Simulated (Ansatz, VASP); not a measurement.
# MoS2 in two plane-wave programs, part 2 of 2

One calculation is typed for both programs; each brings its own data sets. How far apart do they land? The cell is taken from a series of runs on this material, whose earlier steps may have relaxed, scaled, displaced or heated it; both programs get it as it stands.

VASP 6.6.1 and Ansatz 0.2.0.

So far: Set-up; VASP: zone-centre phonons, PBEsol.

## (2) VASP: zone-centre phonons, PBEsol (continued)

Level of this step: PBEsol, no spin polarisation; plane waves and PAW (Mo_sv, S) (VASP).

Numbers of over 12 decimals in the logs are rounded to 6 here.

From OUTCAR (step 2):

```text
ion  position               nearest neighbor table
   1  0.333  0.667  0.250-   4 2.40   6 2.40   4 2.40   6 2.40   4 2.40   6 2.40
   2  0.667  0.333  0.750-   3 2.40   5 2.40   3 2.40   5 2.40   3 2.40   5 2.40
   3  0.333  0.667  0.624-   2 2.40   2 2.40   2 2.40
   4  0.667  0.333  0.124-   1 2.40   1 2.40   1 2.40
   5  0.333  0.667  0.876-   2 2.40   2 2.40   2 2.40
   6  0.667  0.333  0.376-   1 2.40   1 2.40   1 2.40

  LATTYP: Found a hexagonal cell.
 ALAT       =     3.1690000000
 C/A-ratio  =     3.8889239508

 Subroutine GETGRP returns: Found 24 space group operations
 (whereof 12 operations were pure point group operations)

The static configuration has the point symmetry D_3d.
 The point group associated with its full space group is D_6h.

 Found     24 irreducible k-points:

   k-points           NKPTS =     24   k-points in BZ     NKDIM =     24   number of bands    NBANDS=     32

   dimension x,y,z NGX =    24 NGY =   24 NGZ =   90
   dimension x,y,z NGXF=    48 NGYF=   48 NGZF=  180

   ENCUT  =  500.0 eV  36.75 Ry    6.06 a.u.   5.78  5.78 22.47*2*pi/ulx,y,z

   NELECT =      52.0000    total number of electrons

 k-points in reciprocal lattice and weights: Automatic mesh
   0.00000000  0.00000000  0.00000000       0.006
   0.11111111  0.00000000  0.00000000       0.037
   0.22222222  0.00000000  0.00000000       0.037
   0.33333333  0.00000000  0.00000000       0.037
   0.44444444  0.00000000  0.00000000       0.037
   0.11111111  0.11111111  0.00000000       0.037
   0.22222222  0.11111111  0.00000000       0.074
   0.33333333  0.11111111  0.00000000       0.074
   0.44444444  0.11111111  0.00000000       0.037
[...]
0.33333333  0.22222222  0.50000000       0.074
   0.33333333  0.33333333  0.50000000       0.012

 average (electrostatic) potential at core
       1 -74.5574       2 -74.5574       3 -84.5346       4 -84.5346       5 -84.5346
       6 -84.5346

  Total       -1.5409393     -1.5409393      0.2915886      0.0000000     -0.0000000     -0.0000000
  in kB      -23.0339977    -23.0339977      4.3586727      0.0000000     -0.0000000     -0.0000000
  external PRESSURE =     -13.9031076 kB  Pullay stress =       0.0000000 kB

  energy-cutoff  :      500.00
  volume of cell :      107.18
      direct lattice vectors                 reciprocal lattice vectors
     3.169000000  0.000000000  0.000000000     0.315556958  0.182186895  0.000000000
    -1.584500000  2.744434505  0.000000000     0.000000000  0.364373789  0.000000000
     0.000000000  0.000000000 12.324000000     0.000000000  0.000000000  0.081142486

 POSITION                                       TOTAL-FORCE (eV/Angst)
[...]
1.58450      0.91481      9.24300         0.000000     -0.000000      0.000000
     -0.00000      1.82962      7.69424        -0.000000      0.000000     -0.001395
      1.58450      0.91481      1.53224         0.000000     -0.000000     -0.001395
     -0.00000      1.82962     10.79176        -0.000000      0.000000      0.001395
      1.58450      0.91481      4.62976         0.000000     -0.000000      0.001395
 -----------------------------------------------------------------------------------
    total drift:                               -0.000000      0.000000     -0.000000

 Eigenvectors and eigenvalues of the dynamical matrix
 ----------------------------------------------------

   1 f  =   14.012868 THz    88.045445 2PiTHz  467.418955 cm-1    57.952538 meV
             X         Y         Z           dx          dy          dz
     -0.000000  1.829623  3.081000     0.000000   -0.000000   -0.443402
      1.584500  0.914812  9.243000    -0.000000    0.000000    0.443402
     -0.000000  1.829623  7.694243     0.000000   -0.000000   -0.389484
      1.584500  0.914812  1.532243    -0.000000    0.000000    0.389484
     -0.000000  1.829623 10.791757     0.000000   -0.000000   -0.389484
      1.584500  0.914812  4.629757    -0.000000    0.000000    0.389484

   2 f  =   13.904439 THz    87.364164 2PiTHz  463.802147 cm-1    57.504111 meV
             X         Y         Z           dx          dy          dz
     -0.000000  1.829623  3.081000    -0.000000    0.000000    0.447421
      1.584500  0.914812  9.243000    -0.000000    0.000000    0.447421
     -0.000000  1.829623  7.694243     0.000000   -0.000000   -0.387178
      1.584500  0.914812  1.532243     0.000000   -0.000000   -0.387178
     -0.000000  1.829623 10.791757     0.000000   -0.000000   -0.387178
      1.584500  0.914812  4.629757     0.000000   -0.000000   -0.387178

   3 f  =   12.189696 THz    76.590119 2PiTHz  406.604494 cm-1    50.412509 meV
             X         Y         Z           dx          dy          dz
     -0.000000  1.829623  3.081000    -0.000000   -0.000000   -0.000000
      1.584500  0.914812  9.243000    -0.000000    0.000000   -0.000000
     -0.000000  1.829623  7.694243     0.000000   -0.000000   -0.500000
      1.584500  0.914812  1.532243     0.000000    0.000000   -0.500000
     -0.000000  1.829623 10.791757     0.000000   -0.000000    0.500000
      1.584500  0.914812  4.629757     0.000000    0.000000    0.500000

   4 f  =   12.125339 THz    76.185753 2PiTHz  404.457780 cm-1    50.146351 meV
             X         Y         Z           dx          dy          dz
     -0.000000  1.829623  3.081000    -0.000000   -0.000000   -0.000000
      1.584500  0.914812  9.243000     0.000000   -0.000000   -0.000000
     -0.000000  1.829623  7.694243    -0.000000    0.000000    0.500000
      1.584500  0.914812  1.532243     0.000000    0.000000   -0.500000
     -0.000000  1.829623 10.791757    -0.000000    0.000000   -0.500000
      1.584500  0.914812  4.629757     0.000000    0.000000    0.500000

   5 f  =   11.404880 THz    71.658973 2PiTHz  380.425841 cm-1    47.166772 meV
             X         Y         Z           dx          dy          dz
     -0.000000  1.829623  3.081000    -0.000003   -0.447484   -0.000000
      1.584500  0.914812  9.243000    -0.000003   -0.447484   -0.000000
     -0.000000  1.829623  7.694243     0.000002    0.387142   -0.000000
      1.584500  0.914812  1.532243     0.000002    0.387142    0.000000
     -0.000000  1.829623 10.791757     0.000002    0.387142    0.000000
      1.584500  0.914812  4.629757     0.000002    0.387142   -0.000000

   6 f  =   11.404880 THz    71.658973 2PiTHz  380.425841 cm-1    47.166772 meV
             X         Y         Z           dx          dy          dz
     -0.000000  1.829623  3.081000    -0.447484    0.000003   -0.000000
      1.584500  0.914812  9.243000    -0.447484    0.000003   -0.000000
     -0.000000  1.829623  7.694243     0.387142   -0.000002    0.000000
      1.584500  0.914812  1.532243     0.387142   -0.000002    0.000000
     -0.000000  1.829623 10.791757     0.387142   -0.000002   -0.000000
      1.584500  0.914812  4.629757     0.387142   -0.000002   -0.000000

   7 f  =   11.400792 THz    71.633291 2PiTHz  380.289501 cm-1    47.149868 meV
             X         Y         Z           dx          dy          dz
     -0.000000  1.829623  3.081000     0.000010   -0.446373   -0.000000
      1.584500  0.914812  9.243000    -0.000010    0.446373    0.000000
     -0.000000  1.829623  7.694243     0.000008   -0.387783    0.000000
      1.584500  0.914812  1.532243    -0.000008    0.387783    0.000000
     -0.000000  1.829623 10.791757     0.000008   -0.387783   -0.000000
      1.584500  0.914812  4.629757    -0.000008    0.387783   -0.000000

   8 f  =   11.400792 THz    71.633291 2PiTHz  380.289501 cm-1    47.149868 meV
             X         Y         Z           dx          dy          dz
     -0.000000  1.829623  3.081000     0.446373    0.000010    0.000000
      1.584500  0.914812  9.243000    -0.446373   -0.000010    0.000000
     -0.000000  1.829623  7.694243     0.387783    0.000008    0.000000
      1.584500  0.914812  1.532243    -0.387783   -0.000008   -0.000000
     -0.000000  1.829623 10.791757     0.387783    0.000008   -0.000000
      1.584500  0.914812  4.629757    -0.387783   -0.000008    0.000000

   9 f  =    8.529316 THz    53.591275 2PiTHz  284.507370 cm-1    35.274402 meV
             X         Y         Z           dx          dy          dz
     -0.000000  1.829623  3.081000     0.000000   -0.000000   -0.000000
      1.584500  0.914812  9.243000    -0.000000   -0.000000   -0.000000
     -0.000000  1.829623  7.694243    -0.000060   -0.500000   -0.000000
      1.584500  0.914812  1.532243    -0.000060   -0.500000   -0.000000
     -0.000000  1.829623 10.791757     0.000060    0.500000   -0.000000
      1.584500  0.914812  4.629757     0.000060    0.500000   -0.000000

  10 f  =    8.529316 THz    53.591275 2PiTHz  284.507370 cm-1    35.274402 meV
             X         Y         Z           dx          dy          dz
     -0.000000  1.829623  3.081000     0.000000   -0.000000    0.000000
      1.584500  0.914812  9.243000     0.000000    0.000000    0.000000
     -0.000000  1.829623  7.694243    -0.500000    0.000060    0.000000
      1.584500  0.914812  1.532243    -0.500000    0.000060    0.000000
     -0.000000  1.829623 10.791757     0.500000   -0.000060   -0.000000
      1.584500  0.914812  4.629757     0.500000   -0.000060   -0.000000

  11 f  =    8.462515 THz    53.171548 2PiTHz  282.279107 cm-1    34.998133 meV
             X         Y         Z           dx          dy          dz
     -0.000000  1.829623  3.081000    -0.000000   -0.000000    0.000000
      1.584500  0.914812  9.243000     0.000000   -0.000000   -0.000000
     -0.000000  1.829623  7.694243    -0.000050   -0.500000   -0.000000
      1.584500  0.914812  1.532243     0.000050    0.500000    0.000000
     -0.000000  1.829623 10.791757     0.000050    0.500000    0.000000
      1.584500  0.914812  4.629757    -0.000050   -0.500000    0.000000

  12 f  =    8.462515 THz    53.171548 2PiTHz  282.279107 cm-1    34.998133 meV
             X         Y         Z           dx          dy          dz
     -0.000000  1.829623  3.081000     0.000000   -0.000000   -0.000000
      1.584500  0.914812  9.243000     0.000000   -0.000000    0.000000
     -0.000000  1.829623  7.694243     0.500000   -0.000050   -0.000000
      1.584500  0.914812  1.532243    -0.500000    0.000050    0.000000
     -0.000000  1.829623 10.791757    -0.500000    0.000050    0.000000
      1.584500  0.914812  4.629757     0.500000   -0.000050   -0.000000

  13 f  =    1.294949 THz     8.136407 2PiTHz   43.194863 cm-1     5.355478 meV
             X         Y         Z           dx          dy          dz
     -0.000000  1.829623  3.081000    -0.000000   -0.000000    0.550813
      1.584500  0.914812  9.243000     0.000000    0.000000   -0.550813
     -0.000000  1.829623  7.694243     0.000000    0.000000   -0.313532
      1.584500  0.914812  1.532243    -0.000000   -0.000000    0.313532
     -0.000000  1.829623 10.791757     0.000000    0.000000   -0.313532
      1.584500  0.914812  4.629757    -0.000000   -0.000000    0.313532
    [... 43 further lines ...]
     -0.000000  1.829623 10.791757    -0.000000   -0.000000   -0.316375
      1.584500  0.914812  4.629757    -0.000000   -0.000000   -0.316375

 ELASTIC MODULI CONTR FROM IONIC RELAXATION (kBar)
 Direction    XX          YY          ZZ          XY          YZ          ZX
 --------------------------------------------------------------------------------
 XX        -389.0826   -246.6525   -904.4236     -0.0000     -0.0000      0.0000
 YY        -246.6525   -389.0826   -904.4236     -0.0000      0.0000     -0.0000
 ZZ        -904.4236   -904.4236  -2573.3425     -0.0000      0.0000     -0.0000
 XY          -0.0000     -0.0000     -0.0000    -71.2150     -0.0000      0.0000
 YZ          -0.0000      0.0000      0.0000     -0.0000  -1364.9066      0.0000
 ZX           0.0000     -0.0000     -0.0000     -0.0000      0.0000  -1077.8878
 --------------------------------------------------------------------------------
```

This run has no spin polarisation, so a moment on Mo, if there is one, isn't seen.

## (3) Ansatz: zone-centre phonons, PBEsol

Ansatz runs on its default PAW (the set named soft_2) files.

The same cell, functional and mesh now go to Ansatz, which takes its cutoff from its data sets.

Input file input.yaml:

```yaml
crystal:
  lattice:
    - [3.169, 0.0, 0.0]
    - [-1.5845, 2.7444345046, 0.0]
    - [0.0, 0.0, 12.324]
  atoms:
    - { symbol: Mo, position: [0.3333333333, 0.6666666667, 0.25] }
    - { symbol: Mo, position: [0.6666666667, 0.3333333333, 0.75] }
    - { symbol: S, position: [0.3333333333, 0.6666666667, 0.6243300301] }
    - { symbol: S, position: [0.6666666667, 0.3333333333, 0.1243300301] }
    - { symbol: S, position: [0.3333333333, 0.6666666667, 0.8756699699] }
    - { symbol: S, position: [0.6666666667, 0.3333333333, 0.3756699699] }
kpoints:
  mp_grid: { grid: [9, 9, 2] }
hamiltonian:
  xc: pbesol
scf:
  occupations: { method: fixed }
output:
  eigenvalues: true
phonons:
  method: dfpt
```

Launch:

```console
$ ansatz run input.yaml --threads 8 --pin off --max-ram 14336MiB --backend cpu --events-out ev --progress --plain --runs-dir out
```

The log of the run:

```text
Engine: ansatz 0.2.0, aarch64-unknown-linux-gnu
Pseudopotentials: kind: paw
Pseudopotential: Mo, paw, valence charge 14, recommended cutoff 420 eV (normal), Mo.paw.azcp
Pseudopotential: S, paw, valence charge 6, recommended cutoff 420 eV (normal), S.paw.azcp
Functional definition: PBEsol
  exchange = pbesol_x
  correlation = pbesol_c
Crystal: 6 atoms, lattice volume = 107.183 Å³
Basis set: ecut = 420 eV, 2081 PW (Γ), exchange–correlation on 48×48×180 points (8 copies of the dense FFT grid, shifted against one another)
Bands: 32, of which v1, the nominal top of the filled ones, is band 26 counted from 1 (25 counted from 0)
Symmetry: 24 space group operations
k-points: 50 of 162 (irreducible under 2 space group operations, time reversal used)
Non-local potential: Mo, projectors of the file, l = 0: 3, l = 1: 2, l = 2: 2, l = 3: 1
Non-local potential: S, projectors of the file, l = 0: 2, l = 1: 2, l = 2: 2
PAW form: soft (Blöchl's): semilocal exchange-correlation on the pseudo side does not see the compensation charge
PAW frozen core: Mo, regenerated for the run's functional, and the local potential with it (the file was generated under x = pbe(κ = 0.804, μ = 0.219515), c = pbe(β = 0.066725))
PAW frozen core: S, regenerated for the run's functional, and the local potential with it (the file was generated under x = pbe(κ = 0.804, μ = 0.219515), c = pbe(β = 0.066725))
PAW one-centre angular grid: Mo, 590 points (default); XC on 64 Gauss nodes
PAW one-centre angular grid: S, 110 points (default); XC on 64 Gauss nodes
Initial density: superposition of atomic densities (neutral atoms: chi_scale 0, normalization atom), corrected by the library's trained network
Initial wavefunctions: pseudopotential atomic-orbital guess
Functional: x = pbesol(κ = 0.804, μ = 0.123457), c = pbesol(β = 0.046)
SCF iter   1: F=—  HF=-13340.319643 eV  |F-HF|=—  |Δ(HF+E_count)|=         —  Δρ=6.69e-3  dr2=3.42e-2  ethr=1.77e-3  ⟨swp⟩=5.0  Hψ=5840  notcnv=0  defer=163
preconditioner: auto → Resta (q_TF=auto, 2.418 Å⁻¹)  ε∞=8.6  [insulator: Δε(μ)=0.913 eV  Ē_g=7.787 eV  n_scr=26 (ndim 8)  ℏωp=21.5 eV  f_vac=0.017  ε∞_Penn≈8.6]
SCF iter   2: F=—  HF=-13340.322189 eV  |F-HF|=—  |Δ(HF+E_count)|=   2.55e-3  Δρ=3.60e-3  dr2=6.78e-3  ethr=6.57e-5  ⟨swp⟩=2.6  Hψ=2941  notcnv=0  defer=197
SCF iter   3: F=—  HF=-13340.323649 eV  |F-HF|=—  |Δ(HF+E_count)|=   1.46e-3  Δρ=1.71e-3  dr2=1.70e-3  ethr=1.30e-5  ⟨swp⟩=2.2  Hψ=2242  notcnv=0  defer=198
SCF iter   4: F=—  HF=-13340.324129 eV  |F-HF|=—  |Δ(HF+E_count)|=   4.80e-4  Δρ=1.78e-4  dr2=8.22e-5  ethr=3.27e-6  ⟨swp⟩=2.0  Hψ=2431  notcnv=0  defer=198
SCF iter   5: F=—  HF=-13340.324149 eV  |F-HF|=—  |Δ(HF+E_count)|=   2.06e-5  Δρ=4.97e-5  dr2=4.80e-6  ethr=1.58e-7  ⟨swp⟩=2.0  Hψ=2181  notcnv=0  defer=77
SCF iter   6: F=—  HF=-13340.324150 eV  |F-HF|=—  |Δ(HF+E_count)|=   1.06e-6  Δρ=1.27e-5  dr2=3.95e-7  ethr=9.23e-9  ⟨swp⟩=2.0  Hψ=2172  notcnv=0  defer=75
SCF iter   7: F=—  HF=-13340.324151 eV  |F-HF|=—  |Δ(HF+E_count)|=   3.33e-7  Δρ=3.38e-6  dr2=1.44e-8  ethr=7.60e-10  ⟨swp⟩=2.0  Hψ=2388  notcnv=0  defer=75
SCF iter   8: F=—  HF=-13340.324151 eV  |F-HF|=—  |Δ(HF+E_count)|=   1.71e-8  Δρ=5.79e-7  dr2=3.27e-10  ethr=2.78e-11  ⟨swp⟩=2.0  Hψ=2360  notcnv=0  defer=75
SCF iter   9: F=-13340.324151 eV  HF=-13340.324151 eV  |F-HF|=1.27e-11  |Δ(HF+E_count)|=  5.00e-10  Δρ=1.02e-7  dr2=1.19e-11  ethr=1.00e-12  ⟨swp⟩=12.1  Hψ=9904  notcnv=0
SCF 1 converged in 9 iterations: F = -13340.324151 eV  dr2 = 1.19e-11
  greatest PAW one-centre occupation: 0.999 electrons in one spin orbital (limit 2), on the Mo atom at site 1 (counted from 0), in its partial waves of l = 0
DFPT response loops at Γ: preconditioner auto → Resta (q_TF=auto, 2.418 Å⁻¹)  ε∞=8.0 (no band partly filled); β = 1.00, the filter's whole step (`scf.mixing.beta` (0.50) is not read by the response loops at its default; to damp them type it under 1.00, their step now; it binds the ground state too); Broyden in place of MSR1
SCF converged after 9 iterations
Free energy (F): -13340.324151 eV
Harris-Foulkes:  -13340.324151 eV  (|F-HF|=1.27e-11)
Internal energy: -13340.324151 eV  (E = F + TS)
E sigma→0 (E₀):  -13340.324151 eV
Fermi energy:    10.856950 eV
--- Per-component energies (eV) ---
  E_band       = -317.415901
  E_kinetic    = 1311.704662
  E_local      = -3973.082887  (includes V_loc(G=0)·N_el)
  E_nonlocal   = 402.795082
  E_hartree    = 1529.648827
  E_xc         = -751.050034
  E_vxc        = -808.762990  (∫ρ·V_xc dr)
  E_paw        = -8623.739066  (= ΣΔE_a)
  E_vpaw       = -309.367466  (= ΣTr[D̂ρ^β])
  E_aug_tail   = 0.000070  (compensation charges beyond the density's cutoff)
  E_ewald      = -3237.267201
  E_core_change = 0.666396  (= ΣΔE_core)
  E_smearing   = -0.000000  (= −TS)
  E_closure    = -0.000000  (closes the sum)
  Σ components = -13340.324151   (vs F -13340.324151, Δ=0.00e0)
--- Band table (eV; the first three rows and the last of 50) ---
  k-point 0: bands = [... 22 lower, 8.6008, 9.6433, 9.6821, 10.8570, 12.9131, 12.9131, 12.9366, 12.9366, ... 2 higher]
  k-point 1: bands = [... 22 lower, 8.5793, 8.5793, 10.5825, 10.5825, 12.9186, 12.9186, 12.9186, 12.9186, ... 2 higher]
  k-point 2: bands = [... 22 lower, 8.7468, 9.6866, 9.8061, 10.4856, 12.7147, 12.7358, 12.8188, 12.9154, ... 2 higher]
  k-point 49: bands = [... 22 lower, 8.7231, 8.7231, 9.4090, 9.4090, 12.2236, 12.2236, 12.7638, 12.7638, ... 2 higher]
--- Phonons (Γ-DFPT): 4 representative perturbations + reference, on 50 of 162 k-points (Σ response iterations 12) ---
  k mesh reduced under 2 symmetry operations, with k and −k counted as one. Each operation leaves every solved perturbation unchanged. A smaller set is not used because it would not reduce the number of displacements times k-points to solve
  ASR residual: 4.699e-5 → 0.000e0 eV/Å²; symmetrization residual: 1.009e-5 eV/Å²
  ASR residual per site (eV/Å²): 2.11e-5 2.11e-5 4.70e-5 4.70e-5 4.70e-5 4.70e-5
  Γ frequencies (cm⁻¹): 0.00 0.00 0.00 28.61 28.61 43.87 282.41 282.41 284.16 284.16 380.38 380.38 380.61 380.61 404.20 406.89 463.59 466.55
  non-analytic LO–TO correction: not included (Born effective charges unavailable; polar crystals: no LO–TO splitting at Γ)
```

The column dr2 measures how far the density is from self-consistency, as an energy; F and HF (Harris–Foulkes) agree once it is small.

## (4) Comparison

Known differences besides the potentials themselves: fixed occupations in Ansatz, narrow Gaussian smearing in VASP; the cutoff is 420 eV in Ansatz and 500 eV in VASP; Ansatz makes its cores anew for this functional, VASP keeps those of its PBE data sets. Total energies have different zeros and are not compared.

Compared:

```csv
quantity,Ansatz,VASP,difference
optical mode 1 to 2 (cm⁻¹),28.6,28.5,+0.1
optical mode 3 (cm⁻¹),43.9,43.2,+0.7
optical mode 4 to 5 (cm⁻¹),282.4,282.3,+0.05 %
optical mode 6 to 7 (cm⁻¹),284.2,284.5,-0.12 %
optical mode 8 to 9 (cm⁻¹),380.4,380.3,+0.02 %
optical mode 10 to 11 (cm⁻¹),380.6,380.4,+0.05 %
optical mode 12 (cm⁻¹),404.2,404.5,-0.06 %
optical mode 13 (cm⁻¹),406.9,406.6,+0.07 %
optical mode 14 (cm⁻¹),463.6,463.8,-0.05 %
optical mode 15 (cm⁻¹),466.6,467.4,-0.19 %
```

Modes are paired by rising frequency, not by their patterns, so a pair may set unlike modes beside each other; they are those without the splitting of longitudinal modes.

## (5) Summary of results

```json
{"r.m.s. difference of the optical zone-centre modes, each program's sorted by frequency (zone-centre phonons, PBEsol)": "0.35 cm⁻¹"}
```

The r.m.s. difference of the optical zone-centre modes, each program's sorted by frequency is 0.35 cm⁻¹ (zone-centre phonons, PBEsol). Such differences can come from data sets, numerical settings and the points named under the comparisons, not from the functional's error against experiment.

[Lines on the potential files, build, host, timing and source positions are cut from VASP's logs without a mark.]

[Logs are printed without paths, hosts, clocks, repeated set-up lines and the standing remarks that a program may print on its own settings, such as how far it seeks lower states.]

[Hosts, paths, dates, database ids (printed as entryN), source tags and the programs' standing remarks are cut or masked in the printed files.]
